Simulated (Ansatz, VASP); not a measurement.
**La16Hf17O58 (amorphous 68HfO2-32La2O3 (mol %)) in two plane-wave programs**

Aim: how closely do two programs agree when they are given the same cell, functional and k mesh? The structure shown is the start of the Ansatz relaxation below; VASP solves that cell, so the two are compared at the walk's first step.

Program: Ansatz 0.2.0. Level of theory: plane waves, with VASP 6.6.1 beside it; single point at PBE. Results are calculated unless marked as measured.

## 1. The starting structure

The cell holds 91 atoms: 17 Hf, 16 La and 58 O. Cell: a = 11.340 Å, b = 11.340 Å, c = 11.340 Å, α = 90.0°, β = 90.0°, γ = 90.0°. As first built, before any earlier steps moved the atoms (in the runner's words): 91 atoms (17 Zr, 16 Nd, 58 O) placed at random at 5.45 g/cm^3, melted at 5000 K for 10 ps at fixed volume with the Morse and Coulomb pair potential with partial charges (Pedone, Malavasi, Menziani, Cormack and Segre, J. Phys. Chem. B 110, 11780 (2006)). Quenched from 5000 K to 300 K at 50 K/ps and fixed volume, held 5 ps, then minimised at fixed cell. Then Zr was replaced by Hf, Nd was replaced by La (the potential has no terms for the new elements, so the cell is a start for a DFT relaxation).

## 2. Ansatz: relaxation, PBE

Ansatz runs on its default PAW (the set named soft_2) files.

The two programs are compared at the cell with which this relaxation starts, whose forces are those of its first step.

input.yaml

```yaml
crystal:
  lattice:
    - [11.3402, 0.0, 0.0]
    - [0.0, 11.3402, 0.0]
    - [0.0, 0.0, 11.3402]
  atoms:
    - { symbol: Hf, position: [0.94746, 0.47586, 0.20125] }
    - { symbol: Hf, position: [0.2257, 0.55866, 0.00291] }
    - { symbol: Hf, position: [0.55836, 0.75992, 0.47278] }
    - { symbol: Hf, position: [0.39893, 0.73132, 0.84143] }
    - { symbol: Hf, position: [0.02377, 0.73151, 0.22966] }
    - { symbol: Hf, position: [0.08201, 0.48023, 0.50664] }
    - { symbol: Hf, position: [0.30992, 0.72295, 0.54252] }
    - { symbol: Hf, position: [0.89561, 0.99442, 0.18211] }
    - { symbol: Hf, position: [0.73102, 0.75342, 0.77206] }
    - { symbol: Hf, position: [0.58617, 0.0082, 0.23982] }
    - { symbol: Hf, position: [0.08347, 0.7289, 0.72811] }
    - { symbol: Hf, position: [0.37532, 0.0608, 0.50527] }
    - { symbol: Hf, position: [0.13897, 0.20297, 0.32081] }
    - { symbol: Hf, position: [0.6572, 0.52534, 0.24424] }
    - { symbol: Hf, position: [0.23423, 0.0305, 0.81721] }
    - { symbol: Hf, position: [0.37882, 0.71975, 0.19622] }
    - { symbol: Hf, position: [0.86209, 0.2604, 0.37539] }
    - { symbol: La, position: [0.07064, 0.22359, 0.01723] }
    - { symbol: La, position: [0.38756, 0.2433, 0.02711] }
    - { symbol: La, position: [0.74754, 0.27143, 0.00909] }
    - { symbol: La, position: [0.57996, 0.47307, 0.82598] }
    - { symbol: La, position: [0.719, 0.0044, 0.55202] }
    - { symbol: La, position: [0.96004, 0.23371, 0.66672] }
    - { symbol: La, position: [0.55582, 0.28046, 0.49473] }
    - { symbol: La, position: [0.9166, 0.51158, 0.86063] }
    - { symbol: La, position: [0.92578, 0.9705, 0.85047] }
    - { symbol: La, position: [0.53846, 0.07048, 0.8242] }
    - { symbol: La, position: [0.7089, 0.74358, 0.06996] }
    - { symbol: La, position: [0.06295, 0.97009, 0.50585] }
    - { symbol: La, position: [0.31159, 0.34431, 0.69474] }
[... 55 atom lines left out ...]
    - { symbol: O, position: [0.23837, 0.0667, 0.99991] }
    - { symbol: O, position: [0.79267, 0.40498, 0.2833] }
    - { symbol: O, position: [0.55574, 0.66532, 0.17741] }
    - { symbol: O, position: [0.38777, 0.91755, 0.83177] }
    - { symbol: O, position: [0.91577, 0.39658, 0.49394] }
    - { symbol: O, position: [0.66595, 0.623, 0.4054] }
kpoints:
  mp_grid: { grid: [1, 1, 1] }
hamiltonian:
  xc: pbe
scf:
  occupations: { method: fermi_dirac, width: 0.025 }
output:
  forces: true
relax:
  f_tol: 0.04
  max_steps: 250
  cell: {}
```

Run with:

```console
$ ansatz run input.yaml --threads 4 --pin off --max-ram 8192MiB --backend cpu --events-out ev --progress --plain --runs-dir out
```

Numbers of over 12 decimals in the logs are rounded to 6 here.

The log of the run:

```text
Engine: ansatz 0.2.0, x86_64-unknown-linux-gnu
Pseudopotentials: kind: paw
Pseudopotential: Hf, paw, valence charge 26, recommended cutoff 420 eV (normal), Hf.paw.azcp
Pseudopotential: La, paw, valence charge 11, recommended cutoff 420 eV (normal), La.paw.azcp
Pseudopotential: O, paw, valence charge 6, recommended cutoff 420 eV (normal), O.paw.azcp
Functional definition: PBE
  parameter kappa = 0.804
  parameter beta = 0.066725
  exchange = pbe_x(kappa = kappa, mu = beta*pi^2/3)
  correlation = pbe_c(beta = beta)
Crystal: 91 atoms, lattice volume = 1458.351 Å³
Basis set: ecut = 420 eV, 28425 PW (Γ), exchange–correlation on 160×160×160 points (8 copies of the dense FFT grid, shifted against one another)
Bands: 580, of which v1, the nominal top of the filled ones, is band 483 counted from 1 (482 counted from 0)
Symmetry: 1 space group operations
Space group: P1 (ITA 1), of the structure as read, at distance tolerance 1.1e-4 Å
k-points: 1
Non-local potential: Hf, projectors of the file, l = 0: 3, l = 1: 2, l = 2: 2, l = 3: 3
Non-local potential: La, projectors of the file, l = 0: 3, l = 1: 2, l = 2: 2, l = 3: 3
Non-local potential: O, projectors of the file, l = 0: 2, l = 1: 2, l = 2: 1
PAW form: soft (Blöchl's): semilocal exchange-correlation on the pseudo side does not see the compensation charge
PAW one-centre angular grid: Hf, 590 points (default); XC on 64 Gauss nodes
PAW one-centre angular grid: La, 590 points (default); XC on 64 Gauss nodes
PAW one-centre angular grid: O, 110 points (default); XC on 64 Gauss nodes
Initial density: superposition of atomic densities (neutral atoms: chi_scale 0, normalization atom), corrected by the library's trained network
Initial wavefunctions: pseudopotential atomic-orbital guess
Functional: x = pbe(κ = 0.804, μ = 0.219515), c = pbe(β = 0.066725)
SCF iter   1: F=—  HF=-400334.269786 eV  |F-HF|=—  |Δ(HF+E_count)|=         —  Δρ=3.37e-3  dr2=2.27e-1  ethr=1.77e-3  ⟨swp⟩=5.0  Hψ=2138  notcnv=0  defer=12
preconditioner: auto → Resta (q_TF=auto, 2.547 Å⁻¹)  ε∞=4.6  [insulator: Δε(μ)=3.433 eV  Ē_g=15.567 eV  σ=0.025 eV  W_gap=1.00  n_scr=436 (ndim 8)  ℏωp=29.7 eV  f_vac=0.112  D(μ)=0.00/eV (n_scr^D=0)  ε∞_Penn≈4.6]
SCF iter   2: F=—  HF=-400334.260153 eV  |F-HF|=—  |Δ(HF+E_count)|=   9.63e-3  Δρ=1.78e-3  dr2=5.04e-2  ethr=2.35e-5  ⟨swp⟩=3.0  Hψ=1071  notcnv=0  defer=93
SCF iter   3: F=—  HF=-400334.261246 eV  |F-HF|=—  |Δ(HF+E_count)|=   1.09e-3  Δρ=8.29e-4  dr2=1.49e-2  ethr=5.22e-6  ⟨swp⟩=3.0  Hψ=857  notcnv=0  defer=93
SCF iter   4: F=—  HF=-400334.261169 eV  |F-HF|=—  |Δ(HF+E_count)|=   7.65e-5  Δρ=2.53e-4  dr2=1.21e-3  ethr=1.54e-6  ⟨swp⟩=2.0  Hψ=894  notcnv=0  defer=93
SCF iter   5: F=—  HF=-400334.261472 eV  |F-HF|=—  |Δ(HF+E_count)|=   3.03e-4  Δρ=1.73e-4  dr2=4.69e-4  ethr=1.25e-7  ⟨swp⟩=2.0  Hψ=970  notcnv=0  defer=93
SCF iter   6: F=—  HF=-400334.261521 eV  |F-HF|=—  |Δ(HF+E_count)|=   4.88e-5  Δρ=5.38e-5  dr2=4.82e-5  ethr=4.86e-8  ⟨swp⟩=2.0  Hψ=930  notcnv=0  defer=93
SCF iter   7: F=—  HF=-400334.258255 eV  |F-HF|=—  |Δ(HF+E_count)|=   3.27e-3  Δρ=3.71e-5  dr2=2.18e-5  ethr=4.99e-9  ⟨swp⟩=3.0  Hψ=1064  notcnv=0  defer=93
SCF iter   8: F=—  HF=-400334.258263 eV  |F-HF|=—  |Δ(HF+E_count)|=   8.69e-6  Δρ=1.34e-5  dr2=3.57e-6  ethr=2.25e-9  ⟨swp⟩=2.0  Hψ=876  notcnv=0  defer=93
SCF iter   9: F=—  HF=-400334.258267 eV  |F-HF|=—  |Δ(HF+E_count)|=   3.17e-6  Δρ=5.90e-6  dr2=6.54e-7  ethr=3.69e-10  ⟨swp⟩=2.0  Hψ=869  notcnv=0  defer=93
SCF iter  10: F=—  HF=-400334.258267 eV  |F-HF|=—  |Δ(HF+E_count)|=   4.52e-7  Δρ=4.76e-6  dr2=3.26e-7  ethr=6.77e-11  ⟨swp⟩=2.0  Hψ=969  notcnv=0  defer=93
SCF iter  11: F=-400334.258267 eV  HF=-400334.258267 eV  |F-HF|=2.86e-8  |Δ(HF+E_count)|=   3.10e-8  Δρ=1.24e-6  dr2=3.34e-8  ethr=1.04e-11  ⟨swp⟩=3.0  Hψ=2030  notcnv=0
SCF 1 converged in 11 iterations: F = -400334.258267 eV  dr2 = 3.34e-8
  greatest PAW one-centre occupation: 0.999 electrons in one spin orbital (limit 2), on the Hf atom at site 11 (counted from 0), in its partial waves of l = 0
relax step   1: F+E_penalty+E_count = -400334.25826702 eV  Δ(F+E_penalty+E_count) = +0.000e0 eV  max|allowed force component| = 1.722e0 eV/Å  Δτ_max = 0.0000 Å  P = -3.073 GPa  Ω = 1458.351 Å³  (11 SCF iters, dr2 threshold 1.00e-7 eV, accepted)
Crystal: 91 atoms, lattice volume = 1403.813 Å³
Basis set: ecut = 420 eV, 27459 PW (Γ), exchange–correlation on 160×160×160 points (8 copies of the dense FFT grid, shifted against one another)
Initial density: handed on by an earlier stage of this run
Initial wavefunctions: those handed on with the density
iter 1 solved again at ethr=1.62e-4 eV; its pass at ethr=3.10e-3 eV (dr2=1.56e0 eV) is discarded
SCF iter   1: F=—  HF=-400336.398728 eV  |F-HF|=—  |Δ(HF+E_count)|=         —  Δρ=1.16e-2  dr2=1.59e0  ethr=1.62e-4  ⟨swp⟩=7.0  Hψ=3057  notcnv=0  defer=15
[...]
atom  80  O     -0.00748780    -0.00514890    -0.00074198
  atom  81  O      0.00416033     0.01412832    -0.01531921
  atom  82  O      0.00033913    -0.00450214    -0.01455686
  atom  83  O     -0.00136416    -0.00749480     0.00459695
  atom  84  O     -0.00956334    -0.00229137     0.00495944
  atom  85  O     -0.00740152    -0.00656417    -0.00495901
  atom  86  O      0.00226345    -0.00037314    -0.00130236
  atom  87  O     -0.00791356     0.00390204    -0.00350725
  atom  88  O     -0.00621145     0.00787860     0.00060294
  atom  89  O     -0.00385140     0.00135116     0.00873921
  atom  90  O      0.00153314     0.00487204     0.01223115
  atom  91  O     -0.00426667    -0.00442932     0.00171766
  max |Σ_I F_I| component: 3.14e-6 eV/Å
--- Stress (GPa, compression-positive) ---
       -0.029233       0.016619       0.001920
        0.016619       0.014014       0.007285
        0.001920       0.007285      -0.017489
  P = ⅓ Tr σ = -0.0109 GPa (-0.109 kbar)
--- Relaxed structure (19 steps of the walk, 19 accepted, 2 SCFs on fresh bases) ---
  F+E_penalty+E_count = -400337.95133119 eV   max|allowed force component| = 2.707e-2 eV/Å   (the final SCF, on the basis selected at the relaxed cell)
  cell:  # Å, volume = 1403.9258 Å³
    - [11.379339, 0.105318, 0.047404]
    - [0.105318, 11.324591, -0.052185]
    - [0.047404, -0.052185, 10.895811]
  atoms:
    - { symbol: Hf, position: [0.950788, 0.480739, 0.194235] }
    - { symbol: Hf, position: [0.226104, 0.557094, -0.00759835] }
    - { symbol: Hf, position: [0.557530, 0.749057, 0.467573] }
    - { symbol: Hf, position: [0.396534, 0.733141, 0.831706] }
    - { symbol: Hf, position: [0.048896, 0.744650, 0.245173] }
    - { symbol: Hf, position: [0.083882, 0.480037, 0.516106] }
    - { symbol: Hf, position: [0.305076, 0.730365, 0.534015] }
    - { symbol: Hf, position: [0.907467, 0.996889, 0.193064] }
    - { symbol: Hf, position: [0.728812, 0.754390, 0.767269] }
    - { symbol: Hf, position: [0.572986, -0.00281322, 0.233855] }
    - { symbol: Hf, position: [0.083168, 0.735369, 0.719208] }
    - { symbol: Hf, position: [0.389614, 0.066465, 0.508594] }
    - { symbol: Hf, position: [0.147033, 0.210682, 0.322398] }
    - { symbol: Hf, position: [0.643397, 0.493030, 0.231006] }
    - { symbol: Hf, position: [0.229995, 0.034548, 0.814995] }
    - { symbol: Hf, position: [0.390436, 0.705805, 0.181883] }
    - { symbol: Hf, position: [0.868289, 0.259840, 0.373119] }
    - { symbol: La, position: [0.086414, 0.224063, 0.021380] }
    - { symbol: La, position: [0.422884, 0.279738, 0.046233] }
    - { symbol: La, position: [0.762835, 0.272871, 0.016980] }
    - { symbol: La, position: [0.596034, 0.496795, 0.838601] }
    - { symbol: La, position: [0.721944, 0.00973432, 0.518042] }
    - { symbol: La, position: [0.935888, 0.248252, 0.669490] }
    - { symbol: La, position: [0.568158, 0.295279, 0.522321] }
    - { symbol: La, position: [0.917966, 0.529207, 0.843150] }
    - { symbol: La, position: [0.924083, 0.976552, 0.848639] }
    - { symbol: La, position: [0.538631, 0.045855, 0.839203] }
    - { symbol: La, position: [0.728293, 0.754174, 0.099019] }
    - { symbol: La, position: [0.076373, 0.983134, 0.519781] }
    - { symbol: La, position: [0.303633, 0.351907, 0.731252] }
    - { symbol: La, position: [0.345546, 0.459738, 0.356839] }
    - { symbol: La, position: [0.275523, 0.992201, 0.164417] }
    - { symbol: La, position: [0.825259, 0.613763, 0.495421] }
    - { symbol: O, position: [0.939290, 0.828718, 0.116370] }
    - { symbol: O, position: [0.934656, 0.410269, 0.026961] }
    - { symbol: O, position: [0.764193, 0.225738, 0.523107] }
    - { symbol: O, position: [0.133951, 0.786944, 0.535580] }
    - { symbol: O, position: [0.261867, 0.726730, 0.716329] }
    - { symbol: O, position: [0.343542, 0.175987, 0.851953] }
    - { symbol: O, position: [0.067701, 0.152180, 0.812830] }
    - { symbol: O, position: [0.639310, 0.872347, 0.362042] }
    - { symbol: O, position: [0.404651, 0.881490, 0.485504] }
    - { symbol: O, position: [0.541839, 0.080628, 0.626574] }
    - { symbol: O, position: [0.504579, 0.387363, 0.698337] }
    - { symbol: O, position: [0.017042, 0.183669, 0.457454] }
    - { symbol: O, position: [0.900221, 0.103616, 0.034053] }
    - { symbol: O, position: [0.466721, 0.701719, 0.624688] }
    - { symbol: O, position: [0.718299, 0.928814, 0.820974] }
    - { symbol: O, position: [-0.0032313, 0.603426, 0.626305] }
    - { symbol: O, position: [0.746490, 0.578491, 0.696965] }
    - { symbol: O, position: [0.972513, 0.881982, 0.345479] }
    - { symbol: O, position: [0.248020, 0.555246, 0.525503] }
    - { symbol: O, position: [0.376879, 0.545761, 0.863069] }
    - { symbol: O, position: [0.468184, 0.094414, 0.118276] }
    - { symbol: O, position: [0.252818, 0.227953, 0.170538] }
    - { symbol: O, position: [0.064768, 0.079012, 0.216152] }
    - { symbol: O, position: [0.253260, 0.053178, 0.628523] }
[...]
- { symbol: O, position: [0.814525, 0.095396, 0.319994] }
    - { symbol: O, position: [0.591009, 0.216213, 0.928995] }
    - { symbol: O, position: [0.175670, 0.029887, 0.992345] }
    - { symbol: O, position: [0.781205, 0.365428, 0.248033] }
    - { symbol: O, position: [0.559865, 0.644033, 0.163277] }
    - { symbol: O, position: [0.372888, 0.917435, 0.840094] }
    - { symbol: O, position: [0.913421, 0.411945, 0.481891] }
    - { symbol: O, position: [0.640676, 0.596923, 0.409504] }
```

(Part 1 of 2 ends here.)

[Lines on the potential files, build, host, timing and source positions are cut from VASP's logs without a mark.]

[Logs are printed without paths, hosts, clocks, repeated set-up lines and the standing remarks that a program may print on its own settings, such as how far it seeks lower states.]

[Hosts, paths, dates, database ids (printed as entryN), source tags and the programs' standing remarks are cut or masked in the printed files.]
